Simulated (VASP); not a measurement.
MoI:

```
Mo I
1.0
     3.62326    0.00000    0.00000
     0.00000    3.62326    0.00000
     0.00000    0.00000    5.04208
Mo I
1 1
Cartesian
  1.8116 1.8116 2.5210
  0.0000 0.0000 2.5210
```

The cell was built by a generator and needn't be a form met in nature.

```yaml
Program: VASP 6.6.1
Task: relaxation of cell and atoms
Functional: PBE
Potentials_or_basis: VASP PAW PBE potentials, release 64 (Mo_sv, I)
Cutoff: 600 eV
k_mesh: 7 × 7 × 5
Occupations: fermi-dirac, width 0.05 eV
Spin: no spin polarisation
```

At the start: pressure 10.9 GPa; volume 33.10 Å³/atom.

How do energy, volume and symmetry change on relaxing?

Over 26 steps the energy falls by 702.5 meV/atom and the volume is 23.92 Å³/atom (-27.7 %); space group P4/mmm (No. 123, to 0.05 Å).

The path:
```csv
step,energy change (eV),largest force (eV/Å),pressure (GPa),volume (Å³)
1,0.0000,0.0000,10.85,66.19
2,0.2543,0.0000,-7.86,89.00
3,-0.4214,0.0000,-1.84,74.82
4,-0.4236,0.0000,-1.35,74.30
5,-0.4237,0.0000,-1.17,74.11
6,-0.4695,0.0000,-1.41,71.96
7,-0.6594,0.0000,-2.29,65.47
8,-1.2418,0.0000,-2.43,52.38
9,36.5393,0.0000,570.95,25.82
10,-0.5407,0.0000,-2.56,51.95
11,-0.5059,0.0000,27.90,38.95
12,-1.0889,0.0000,-0.79,48.11
13,-1.1764,0.0000,8.88,42.74
14,-1.3114,0.0000,4.14,44.97
15,-1.3690,0.0000,1.75,46.54
16,-1.3975,0.0000,1.16,47.10
17,-1.3623,0.0000,-4.04,50.49
18,-1.3998,0.0000,-0.02,47.75
19,-1.4045,0.0000,0.08,47.73
20,-1.4023,0.0000,-0.45,48.31
21,-1.4050,0.0000,-0.11,47.91
22,-1.4050,0.0000,-0.12,47.90
23,-1.4049,0.0000,-0.03,47.82
24,-1.4050,0.0000,-0.12,47.90
25,-1.4048,0.0000,0.36,47.65
26,-1.4051,0.0000,0.01,47.84
```

Final structure:
```xyz
2
Lattice="3.8879 0.0000 0.0000 0.0000 3.8879 0.0000 0.0000 0.0000 3.1651" Properties=species:S:1:pos:R:3 pbc="T T T"
Mo    1.9440    1.9440    1.5825
I     0.0000    0.0000    1.5825
```

Caveat: the volume moved by over 15 % at a fixed basis, so the end points are rough; this functional lacks dispersion, which binds the layers, so the pressure and a relaxed spacing across them are unreliable; an odd number of electrons without spin polarisation forces a metal; a magnetic or distorted state may lie lower.
